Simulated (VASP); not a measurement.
Input:

```xyz
2
Lattice="0.0000 2.7909 2.7909 2.7909 0.0000 2.7909 2.7909 2.7909 0.0000" Properties=species:S:1:pos:R:3 pbc="T T T"
Na     0.0000     0.0000     0.0000
Cl     2.7909     2.7909     2.7909
```

Method: r2SCAN meta-GGA, VASP's PBE PAW potentials (set 64) (plane waves; VASP). Numerical set-up: 480 eV cut-off, 8×8×8 Γ-centred mesh, Gaussian smearing of 0.050 eV, potentials Na_pv Cl.

Each row applies one change to this cell, which was relaxed at other settings and keeps the small stress of the first row; at a fixed cut-off the stress holds a Pulay part, so it need not integrate to ΔE exactly. Stress is in GPa, positive when the cell is compressed; gaps are those on the k-mesh, and 0.00 means metallic.

```json
[
 {"change": "none", "ΔE (meV/atom)": "0.0", "σxx": "0.12", "σyy": "0.12", "σzz": "0.12", "largest shear component, with its sign (GPa)": "0.00", "gap (eV)": "6.05"},
 {"change": "uniaxial strain of +3.0 % along x", "ΔE (meV/atom)": "3.2", "σxx": "-1.45", "σyy": "-0.29", "σzz": "-0.29", "largest shear component, with its sign (GPa)": "0.00", "gap (eV)": "5.91"},
 {"change": "biaxial strain of -1.5 % in the xz plane", "ΔE (meV/atom)": "3.3", "σxx": "1.43", "σyy": "0.51", "σzz": "1.43", "largest shear component, with its sign (GPa)": "0.00", "gap (eV)": "6.18"},
 {"change": "uniaxial strain of -0.5 % along y", "ΔE (meV/atom)": "0.3", "σxx": "0.19", "σyy": "0.46", "σzz": "0.19", "largest shear component, with its sign (GPa)": "0.00", "gap (eV)": "6.07"}
]
```

Failed runs are left out, and for metals the shear rows, which the mesh's noise covers.

The compound is NaCl in the rock salt structure.
